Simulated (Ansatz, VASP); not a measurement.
# GaSn: VASP beside Ansatz

One calculation is typed for both programs; each brings its own data sets. How far apart do they land? The cell is generated by rule, not measured, and may not be a known phase. The cell is taken from a series of runs on this material, whose earlier steps may have relaxed, scaled, displaced or heated it; both programs get it as it stands.

Calculated with Ansatz 0.2.0; plane waves, with VASP 6.6.1 beside it; zone-centre phonons at LDA.

The structure was built from a prototype and need not be the compound's stable phase.

**1. Set-up**

Symmetry: Fm-3m, No. 225, cubic system. The conventional cell has a = 5.626 Å, b = 5.626 Å, c = 5.626 Å, α = 90.00°, β = 90.00°, γ = 90.00°. Nearest to Sn lie 6 Ga at 2.81 Å. Nearest to Ga lie 6 Sn at 2.81 Å. Farther neighbours are not listed.

**2. Ansatz: zone-centre phonons, LDA**

Ansatz runs on norm-conserving files, of PseudoDojo where its log says so.

Second derivatives magnify differences that forces hide, and they need a tight electronic threshold.

Input file input.yaml:

```yaml
crystal:
  lattice:
    - [0.0, 2.8127837296, 2.8127837296]
    - [2.8127837296, 0.0, 2.8127837296]
    - [2.8127837296, 2.8127837296, 0.0]
  atoms:
    - { symbol: Sn, position: [0.5, 0.5, 0.5] }
    - { symbol: Ga, position: [0.0, 0.0, 0.0] }
kpoints:
  mp_grid: { grid: [12, 12, 12] }
hamiltonian:
  xc: lda
  pseudopotentials: { kind: nc }
scf:
  occupations: { method: methfessel_paxton, width: 0.15 }
output:
  eigenvalues: true
phonons:
  method: dfpt
```

Launch:

```sh
$ ansatz run input.yaml --threads 4 --pin off --max-ram 7168MiB --backend cpu --events-out ev --progress --plain --runs-dir out
```

What it wrote:

```text
Engine: ansatz 0.2.0, aarch64-unknown-linux-gnu
Pseudopotentials: kind: nc
Pseudopotential: Sn, nc, valence charge 14, recommended cutoff 979.609905 eV (normal), Sn.nc.azcp (PseudoDojo's, or run here from an input of PseudoDojo's: the run reads no file of this project's for it)
Pseudopotential: Ga, nc, valence charge 13, recommended cutoff 1088.45545 eV (normal), Ga.nc.azcp (PseudoDojo's, or run here from an input of PseudoDojo's: the run reads no file of this project's for it)
Functional definition: SPW92
  exchange = slater_x
  correlation = pw_c
Crystal: 2 atoms, lattice volume = 44.508 Å³
Basis set: ecut = 1088.45545 eV, 3695 PW (Γ), exchange–correlation on 90×90×90 points (8 copies of the dense FFT grid, shifted against one another)
Bands: 18, of which v1, the nominal top of the filled ones, is band 14 counted from 1 (13 counted from 0)
Symmetry: 48 space group operations
k-points: 163 of 1728 (irreducible under 8 space group operations, time reversal used)
Non-local potential: Sn, projectors of the file, l = 0: 2, l = 1: 2, l = 2: 2
Non-local potential: Ga, projectors of the file, l = 0: 2, l = 1: 2, l = 2: 2
Initial density: superposition of atomic densities (chi_scale 0.1, normalization cell, long waves kept (reshape's long-wave potential 0.00 eV rms))
Initial wavefunctions: pseudopotential atomic-orbital guess
Functional: x = slater, c = lda
SCF iter   1: F=—  HF=-4216.179208 eV  |F-HF|=—  |Δ(HF+E_count)|=         —  Δρ=2.01e-2  dr2=2.07e-1  ethr=3.10e-3  ⟨swp⟩=5.5  Hψ=14093  notcnv=0
preconditioner: auto → none  [insulator: Δε(μ)=0.107 eV  Ē_g=19.126 eV  σ=0.150 eV  W_gap=0.54  n_scr=14 (ndim 8)  ℏωp=28.9 eV  f_vac=0.000  D(μ)=0.73/eV (n_scr^D=0)  ε∞_Penn≈3.3]
SCF iter   2: F=—  HF=-4216.104823 eV  |F-HF|=—  |Δ(HF+E_count)|=   7.44e-2  S|Δr|=    0.00e0  Δρ=7.20e-3  dr2=1.30e-2  ethr=7.68e-4  ⟨swp⟩=2.3  Hψ=7091  notcnv=0  defer=43
SCF iter   3: F=—  HF=-4216.103907 eV  |F-HF|=—  |Δ(HF+E_count)|=   9.16e-4  S|Δr|=    0.00e0  Δρ=2.90e-3  dr2=1.80e-3  ethr=4.81e-5  ⟨swp⟩=1.1  Hψ=2971  notcnv=0  defer=44
SCF iter   4: F=—  HF=-4216.103916 eV  |F-HF|=—  |Δ(HF+E_count)|=   8.79e-6  S|Δr|=    0.00e0  Δρ=4.12e-4  dr2=7.75e-5  ethr=6.67e-6  ⟨swp⟩=1.7  Hψ=3446  notcnv=0  defer=44
SCF iter   5: F=—  HF=-4216.103891 eV  |F-HF|=—  |Δ(HF+E_count)|=   2.53e-5  S|Δr|=    0.00e0  Δρ=5.03e-5  dr2=3.20e-7  ethr=2.87e-7  ⟨swp⟩=2.0  Hψ=4277  notcnv=0  defer=44
SCF iter   6: F=—  HF=-4216.103981 eV  |F-HF|=—  |Δ(HF+E_count)|=   8.99e-5  S|Δr|=    0.00e0  Δρ=1.21e-5  dr2=9.89e-9  ethr=1.19e-9  ⟨swp⟩=2.3  Hψ=5022  notcnv=0  defer=44
SCF iter   7: F=—  HF=-4216.103981 eV  |F-HF|=—  |Δ(HF+E_count)|=  8.68e-10  S|Δr|=    0.00e0  Δρ=1.37e-6  dr2=2.36e-10  ethr=3.66e-11  ⟨swp⟩=2.1  Hψ=4838  notcnv=0  defer=44
SCF iter   8: F=-4216.103981 eV  HF=-4216.103981 eV  |F-HF|=3.64e-12  |Δ(HF+E_count)|=  4.55e-12  S|Δr|=    0.00e0  Δρ=1.95e-7  dr2=5.59e-12  ethr=1.00e-12  ⟨swp⟩=9.5  Hψ=18322  notcnv=0
SCF 1 converged in 8 iterations: F = -4216.103981 eV  dr2 = 5.59e-12
DFPT response loops at Γ: preconditioner auto → Kerker (q_TF=auto, 2.510 Å⁻¹) (partly filled bands, converged f_vac=0.000); β = 1.00, the filter's whole step (`scf.mixing.beta` (0.50) is not read by the response loops under this deck's `scf.mixing.preconditioner`; to damp them name `kerker` or `kerker_dos`, under which they read `scf.mixing.beta`, and type it under 1.00, their step now; both keys bind the ground state too); Broyden in place of MSR1
SCF converged after 8 iterations
Stability not checked: this state was not tested for a lower state beside it, because cold or Methfessel-Paxton smearing, or corrected tetrahedra, fill the levels in a way that the test cannot read (fill_not_monotonic; see scf.lower_state_search)
Free energy (F): -4216.103981 eV
Harris-Foulkes:  -4216.103981 eV  (|F-HF|=3.64e-12)
Internal energy: -4216.105050 eV  (E = F + TS)
E sigma→0 (E₀):  -4216.104248 eV
Entropy (-TS):   0.001069 eV (0.535 meV/atom)
Fermi energy:    10.968654 eV
--- Per-component energies (eV) ---
  E_band       = -98.229919
  E_kinetic    = 2972.823110
  E_local      = -2776.718789  (includes V_loc(G=0)·N_el)
  E_nonlocal   = -1637.011614
  E_hartree    = 1024.942627
  E_xc         = -1150.696995
  E_vxc        = -707.207845  (∫ρ·V_xc dr)
  E_ewald      = -2649.443390
  E_smearing   = 0.001069  (= −TS)
  E_closure    = -0.000000  (closes the sum)
  Σ components = -4216.103981   (vs F -4216.103981, Δ=0.00e0)
--- Band table (eV; the first three rows and the last of 163) ---
  k-point 0: bands = [... 10 lower, -0.3828, 12.2885, 12.2885, 12.2885, 12.9665, 18.1270, 18.1270, 18.1270]
  k-point 1: bands = [... 10 lower, -0.2826, 10.9698, 12.2829, 12.2829, 13.9537, 17.7567, 17.7567, 17.8184]
  k-point 2: bands = [... 10 lower, 0.0179, 9.2657, 12.2865, 12.2865, 14.5803, 16.7044, 16.7044, 17.2917]
  k-point 162: bands = [... 10 lower, 4.3741, 5.2516, 7.3116, 7.3116, 14.7869, 15.1513, 18.5031, 18.5031]
--- Phonons (Γ-DFPT): 2 representative perturbations + reference, on 163 of 1728 k-points (Σ response iterations 7) ---
  k mesh reduced under 8 symmetry operations, with k and −k counted as one. Each operation leaves every solved perturbation unchanged. A smaller set is not used because it would not reduce the number of displacements times k-points to solve
  ASR residual: 2.306e-4 → 0.000e0 eV/Å²; symmetrization residual: 1.112e-5 eV/Å²
  ASR residual per site (eV/Å²): 8.00e-5 2.31e-4
  Γ frequencies (cm⁻¹): 0.00 0.00 0.00 148.59 148.59 148.59
  non-analytic LO–TO correction: not included (Born effective charges unavailable; polar crystals: no LO–TO splitting at Γ)
```

Reading the cycles: dr2 is the Hartree energy of the density residual (eV), the measure of convergence; HF is the Harris–Foulkes estimate of the energy, which meets the free energy F at convergence.

**3. VASP: zone-centre phonons, LDA**

The same cell, functional (in two slightly different forms), mesh and smearing now go to VASP, with its own data sets.

Lines of VASP's logs that name or quote its potential files are left out, and so is its time.

Input file INCAR:

```
SYSTEM = GaSn
PREC = Accurate
ENCUT = 500
EDIFF = 1E-08
NELM = 120
ISMEAR = 1
SIGMA = 0.15
LREAL = .FALSE.
ALGO = Normal
GGA = CA
NBANDS = 19
LORBIT = 11
LWAVE = .FALSE.
LCHARG = .FALSE.
ISIF = 2
IBRION = 8
LASPH = .TRUE.
GGA_COMPAT = .FALSE.
KPAR = 2
```

Input file POSCAR:

```
GaSn
1.0
    0.0000000000      2.8127837296      2.8127837296
    2.8127837296      0.0000000000      2.8127837296
    2.8127837296      2.8127837296      0.0000000000
Sn Ga
1 1
Direct
    0.5000000000      0.5000000000      0.5000000000
    0.0000000000      0.0000000000      0.0000000000
```

Input file KPOINTS:

```
Automatic mesh
0
Gamma
12 12 12
0 0 0
```

Potentials, in the order of the species: Sn_d and Ga_d (LDA family, release 64).

Launch:

```sh
$ mpirun -np 2 vasp_std
```

What it wrote:

```text
[banner, memory and clock lines left out]
running    2 mpi-ranks, on    1 nodes
 distrk:  each k-point on    1 cores,    2 groups
 distr:  one band on    1 cores,    1 groups

 POSCAR found type information on POSCAR SnGa
 POSCAR found :  2 types and       2 ions
 LDA part: xc-table for (Slater(with rela. corr.)+CA(PZ))
 , standard interpolation
 POSCAR, INCAR and KPOINTS ok, starting setup
 FFT: planning ... GRIDC
 FFT: planning ... GRID_SOFT
 FFT: planning ... GRID
 WAVECAR not read
 entering main loop
       N       E                     dE             d eps       ncg     rms          rms(c)
DAV:   1     0.162850769013E+03    0.16285E+03   -0.13949E+04  2851   0.235E+03
DAV:   2     0.708390026682E+01   -0.15577E+03   -0.15296E+03  2748   0.415E+02
DAV:   3    -0.764889272808E+01   -0.14733E+02   -0.14629E+02  3091   0.120E+02
DAV:   4    -0.801664023419E+01   -0.36775E+00   -0.36747E+00  3186   0.201E+01
DAV:   5    -0.802812113831E+01   -0.11481E-01   -0.11480E-01  3394   0.349E+00    0.226E+00
DAV:   6    -0.798452155386E+01    0.43600E-01   -0.75117E-02  3375   0.444E+00    0.120E+00
DAV:   7    -0.797307325368E+01    0.11448E-01   -0.21792E-02  3657   0.205E+00    0.220E-01
DAV:   8    -0.797215934448E+01    0.91391E-03   -0.18260E-03  3080   0.639E-01    0.352E-02
DAV:   9    -0.797213609000E+01    0.23254E-04   -0.11917E-04  3534   0.149E-01    0.211E-02
DAV:  10    -0.797213744342E+01   -0.13534E-05   -0.85229E-06  3264   0.351E-02    0.234E-03
DAV:  11    -0.797213708149E+01    0.36194E-06   -0.19587E-06  3319   0.221E-02    0.474E-04
DAV:  12    -0.797213708923E+01   -0.77421E-08   -0.11637E-07  3404   0.277E-03    0.191E-04
DAV:  13    -0.797213708919E+01    0.35925E-10   -0.39812E-09  1825   0.881E-04
   1 F= -.79721371E+01 E0= -.79725473E+01  d E =0.123065E-02
 Linear response reoptimize wavefunctions to high precision
DAV:   1    -0.797213708931E+01   -0.11960E-09   -0.73525E-10  1909   0.302E-04
DAV:   2    -0.797213708929E+01    0.22737E-10   -0.24744E-10  1678   0.168E-04
 Linear response DOF=           2
 Linear response progress:
  Degree of freedom:   1/  2
       N       E                     dE             d eps       ncg     rms          rms(c)
RMM:   1    -0.212160235674E+00   -0.21216E+00    0.59062E-01  8517   0.932E+00
RMM:   2    -0.219708592600E+00   -0.75484E-02   -0.23102E-02 11285   0.114E+00    0.515E-02
RMM:   3    -0.220010375465E+00   -0.30178E-03   -0.28419E-03 11254   0.372E-01    0.207E-02
RMM:   4    -0.220021479142E+00   -0.11104E-04   -0.37965E-04 12012   0.139E-01    0.116E-02
RMM:   5    -0.220062872264E+00   -0.41393E-04   -0.65598E-05 11784   0.560E-02    0.716E-03
RMM:   6    -0.220089535284E+00   -0.26663E-04   -0.12984E-05 11556   0.246E-02    0.222E-03
RMM:   7    -0.220096596755E+00   -0.70615E-05   -0.33322E-06 11506   0.107E-02    0.964E-04
RMM:   8    -0.220097746725E+00   -0.11500E-05   -0.95552E-07 11810   0.494E-03    0.574E-04
RMM:   9    -0.220100277267E+00   -0.25305E-05   -0.30097E-07 11620   0.234E-03    0.278E-04
RMM:  10    -0.220099242709E+00    0.10346E-05   -0.12701E-07 11585   0.117E-03    0.182E-04
RMM:  11    -0.220099050157E+00    0.19255E-06   -0.58207E-08 11997   0.616E-04    0.227E-04
RMM:  12    -0.220099836317E+00   -0.78616E-06   -0.15903E-08 11974   0.357E-04    0.115E-04
RMM:  13    -0.220100068558E+00   -0.23224E-06   -0.17973E-08 12217   0.223E-04    0.903E-05
RMM:  14    -0.220100190153E+00   -0.12159E-06    0.35191E-09 12342   0.154E-04    0.795E-05
RMM:  15    -0.220100592706E+00   -0.40255E-06   -0.69775E-08 12001   0.123E-04    0.418E-05
RMM:  16    -0.220100824408E+00   -0.23170E-06   -0.48734E-08 12345   0.101E-04    0.167E-05
RMM:  17    -0.220100895051E+00   -0.70643E-07   -0.58615E-08 12527   0.852E-05    0.929E-06
RMM:  18    -0.220100947970E+00   -0.52918E-07   -0.27570E-08 12559   0.770E-05    0.233E-06
RMM:  19    -0.220100953858E+00   -0.58881E-08   -0.33152E-08 11303   0.717E-05    0.180E-06
 first order change of Fermi-energy   0.61349E-04
 force on displaced ion       1 direction 1 :  -3.670   0.000   0.000
 Linear response progress:
  Degree of freedom:   2/  2
       N       E                     dE             d eps       ncg     rms          rms(c)
RMM:   1    -0.167230524823E+00   -0.16723E+00    0.87226E-02  7252   0.660E+00
RMM:   2    -0.166444587690E+00    0.78594E-03   -0.26560E-02 10656   0.127E+00    0.318E-02
RMM:   3    -0.166632573166E+00   -0.18799E-03   -0.38960E-03 11067   0.503E-01    0.202E-02
RMM:   4    -0.166667385062E+00   -0.34812E-04   -0.95243E-04 11505   0.242E-01    0.498E-03
RMM:   5    -0.166652597455E+00    0.14788E-04   -0.19972E-04 11540   0.114E-01    0.279E-03
RMM:   6    -0.166648885119E+00    0.37123E-05   -0.42082E-05 11741   0.528E-02    0.125E-03
RMM:   7    -0.166649974832E+00   -0.10897E-05   -0.10685E-05 11745   0.256E-02    0.781E-04
RMM:   8    -0.166649895201E+00    0.79631E-07   -0.26400E-06 11734   0.125E-02    0.108E-04
RMM:   9    -0.166650197936E+00   -0.30273E-06   -0.73530E-07 12103   0.608E-03    0.953E-05
RMM:  10    -0.166650763631E+00   -0.56570E-06   -0.18002E-07 11972   0.304E-03    0.236E-05
RMM:  11    -0.166650708312E+00    0.55319E-07   -0.57685E-08 11964   0.149E-03    0.192E-05
RMM:  12    -0.166650694526E+00    0.13786E-07   -0.25920E-08 12170   0.744E-04    0.352E-05
RMM:  13    -0.166650701676E+00   -0.71499E-08   -0.13500E-08 12189   0.385E-04    0.316E-05
 first order change of Fermi-energy   0.98589E-05
 force on displaced ion       2 direction 1 :  -3.685   0.000   0.000
 Linear response finished
```

Parts of OUTCAR (step 3):

```text
ion  position               nearest neighbor table
   1  0.500  0.500  0.500-   2 2.81   2 2.81   2 2.81   2 2.81   2 2.81   2 2.81
   2  0.000  0.000  0.000-   1 2.81   1 2.81   1 2.81   1 2.81   1 2.81   1 2.81

  LATTYP: Found a face centered cubic cell.
 ALAT       =     5.6255674592

 Subroutine GETGRP returns: Found 48 space group operations
 (whereof 48 operations were pure point group operations)

The static configuration has the point symmetry O_h .

 Found     72 irreducible k-points:

   k-points           NKPTS =     72   k-points in BZ     NKDIM =     72   number of bands    NBANDS=     19

   dimension x,y,z NGX =    30 NGY =   30 NGZ =   30
   dimension x,y,z NGXF=    60 NGYF=   60 NGZF=   60

   ENCUT  =  500.0 eV  36.75 Ry    6.06 a.u.   7.25  7.25  7.25*2*pi/ulx,y,z

   NELECT =      27.0000    total number of electrons

 k-points in reciprocal lattice and weights: Automatic mesh
   0.00000000  0.00000000  0.00000000       0.001
   0.08333333  0.00000000  0.00000000       0.005
   0.16666667  0.00000000  0.00000000       0.005
   0.25000000  0.00000000  0.00000000       0.005
   0.33333333  0.00000000  0.00000000       0.005
   0.41666667  0.00000000  0.00000000       0.005
   0.50000000  0.00000000  0.00000000       0.002
   0.08333333  0.08333333  0.00000000       0.003
   0.16666667  0.08333333  0.00000000       0.014
[...]
-0.33333333  0.50000000  0.16666667       0.007
  -0.25000000  0.50000000  0.25000000       0.003

 average (electrostatic) potential at core
       1 -99.6916       2 -64.4743

  Total        0.0182101      0.0182101      0.0182101      0.0000000      0.0000000      0.0000000
  in kB        0.6555181      0.6555181      0.6555181      0.0000000      0.0000000      0.0000000
  external PRESSURE =       0.6555181 kB  Pullay stress =       0.0000000 kB

  energy-cutoff  :      500.00
  volume of cell :       44.51
      direct lattice vectors                 reciprocal lattice vectors
     0.000000000  2.812783730  2.812783730    -0.177759845  0.177759845  0.177759845
     2.812783730  0.000000000  2.812783730     0.177759845 -0.177759845  0.177759845
     2.812783730  2.812783730  0.000000000     0.177759845  0.177759845 -0.177759845

 POSITION                                       TOTAL-FORCE (eV/Angst)
 -----------------------------------------------------------------------------------
      2.81278      2.81278      2.81278         0.000000     -0.000000      0.000000
      0.00000      0.00000      0.00000        -0.000000      0.000000     -0.000000
 -----------------------------------------------------------------------------------
    total drift:                                0.000000      0.000000      0.000000

 Eigenvectors and eigenvalues of the dynamical matrix
 ----------------------------------------------------

   1 f  =    4.524810 THz    28.430222 2PiTHz  150.931426 cm-1    18.713103 meV
             X         Y         Z           dx          dy          dz
      2.812784  2.812784  2.812784     0.000000    0.607501    0.000000
      0.000000  0.000000  0.000000     0.000000   -0.794319    0.000000

   2 f  =    4.524810 THz    28.430222 2PiTHz  150.931426 cm-1    18.713103 meV
             X         Y         Z           dx          dy          dz
      2.812784  2.812784  2.812784    -0.607501    0.000000    0.000000
      0.000000  0.000000  0.000000     0.794319    0.000000    0.000000

   3 f  =    4.524810 THz    28.430222 2PiTHz  150.931426 cm-1    18.713103 meV
             X         Y         Z           dx          dy          dz
      2.812784  2.812784  2.812784     0.000000    0.000000   -0.607501
      0.000000  0.000000  0.000000     0.000000    0.000000    0.794319

   4 f/i=    0.004485 THz     0.028180 2PiTHz    0.149603 cm-1     0.018548 meV
             X         Y         Z           dx          dy          dz
      2.812784  2.812784  2.812784     0.794319    0.000000    0.000000
      0.000000  0.000000  0.000000     0.607501    0.000000    0.000000

   5 f/i=    0.004485 THz     0.028180 2PiTHz    0.149603 cm-1     0.018548 meV
             X         Y         Z           dx          dy          dz
      2.812784  2.812784  2.812784     0.000000   -0.794319    0.000000
      0.000000  0.000000  0.000000     0.000000   -0.607501    0.000000

   6 f/i=    0.004485 THz     0.028180 2PiTHz    0.149603 cm-1     0.018548 meV
             X         Y         Z           dx          dy          dz
      2.812784  2.812784  2.812784     0.000000    0.000000    0.794319
      0.000000  0.000000  0.000000     0.000000    0.000000    0.607501

 ELASTIC MODULI CONTR FROM IONIC RELAXATION (kBar)
 Direction    XX          YY          ZZ          XY          YZ          ZX
 --------------------------------------------------------------------------------
 XX           0.0000      0.0000      0.0000      0.0000      0.0000      0.0000
 YY           0.0000      0.0000      0.0000      0.0000      0.0000      0.0000
 ZZ           0.0000      0.0000      0.0000      0.0000      0.0000      0.0000
 XY           0.0000      0.0000      0.0000      0.0000      0.0000      0.0000
 YZ           0.0000      0.0000      0.0000      0.0000      0.0000      0.0000
 ZX           0.0000      0.0000      0.0000      0.0000      0.0000      0.0000
 --------------------------------------------------------------------------------
```

This run has no spin polarisation. Its electron count is odd, so without a moment it is a metal by construction. Energies printed during the response cycles are not total energies of the cell.

**4. Side by side**

Known differences besides the potentials themselves: the two LDA forms differ slightly; the cutoff is 1088.46 eV in Ansatz and 500 eV in VASP; VASP's log shows a relativistic correction to its local exchange, Ansatz's none. Total energies have different zeros and are not compared.

Both answers:

```tsv
quantity	Ansatz	VASP	difference
optical mode 1 to 3 (cm⁻¹)	148.6	150.9	-1.55 %
```

Modes are paired by rising frequency, not by their patterns, so a pair may set unlike modes beside each other; they are those without the splitting of longitudinal modes.

**5. Outcome**

```json
{"r.m.s. difference of the optical zone-centre modes, each program's sorted by frequency (zone-centre phonons, LDA)": "2.3 cm⁻¹", "difference in optical mode 1 to 3 (zone-centre phonons, LDA)": "-1.6 %"}
```

The r.m.s. difference of the optical zone-centre modes, each program's sorted by frequency is 2.3 cm⁻¹ (zone-centre phonons, LDA). Among the rows given in per cent, the largest difference of the zone-centre phonons, LDA pair is in optical mode 1 to 3, -1.6 %. VASP runs on this material, other cells of it included, that failed, so that no pair exists: relaxation of cell and atoms, LDA (crashed). 1 further run of this series is not shown here. Such differences can come from data sets, numerical settings and the points named under the comparisons, not from the functional's error against experiment.

[Lines on the potential files, build, host, timing and source positions are cut from VASP's logs without a mark.]

[Logs are printed without paths, hosts, clocks, repeated set-up lines and the standing remarks that a program may print on its own settings, such as how far it seeks lower states.]

[Hosts, paths, dates, database ids (printed as entryN), source tags and the programs' standing remarks are cut or masked in the printed files.]
